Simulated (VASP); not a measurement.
Given:

```
CELL_PARAMETERS angstrom
      6.17823     0.00000     0.00000
      0.00000     6.17823     0.00000
      0.00000     0.00000     6.17823
ATOMIC_POSITIONS crystal
  Zn 0.00000 0.00000 0.00000
  Zn 0.50000 0.50000 0.00000
  Zn 0.50000 0.00000 0.50000
  Te 0.26054 0.23946 0.23946
  Te 0.73946 0.76054 0.23946
  Te 0.73946 0.23946 0.76054
  Te 0.26054 0.76054 0.76054
  Hg 0.00000 0.50000 0.50000
```

Level of theory: PBEsol GGA, VASP's PBE PAW potentials (set 64) (plane waves; VASP). Run with 400 eV cut-off, Gaussian smearing of 0.050 eV, potentials Zn Te Hg.

Unless said otherwise, spin-orbit coupling is left out, though it shifts the bands of the heavy elements here.

Question: Give the energies of bands 29 to 42 at the high-symmetry points, in eV from the valence-band maximum.

Answer: 
```tsv
band	Γ	X	M	R
29	-2.28	-2.70	-2.67	-1.17
30	-2.28	-2.70	-2.67	-1.17
31	-2.18	-2.68	-2.56	-1.03
32	-2.18	-2.65	-2.56	-1.03
33	-2.18	-1.46	-1.33	-1.03
34	0.00	-1.46	-0.91	-0.65
35	0.00	-1.12	-0.80	-0.65
36	0.00	-1.12	-0.80	-0.65
37	0.64	2.38	2.58	0.94
38	1.44	2.48	2.84	1.59
39	2.36	3.14	2.84	1.59
40	2.36	3.37	3.41	1.59
41	2.36	4.27	4.82	4.76
42	2.46	4.39	5.15	4.76
```

The gap is direct, 0.64 eV, from the valence maximum at Γ to the conduction minimum at Γ.

The structure was generated: HgZn3Te4 was put into an ordered model structure (P-43m), which need not be its known phase. It was relaxed first.
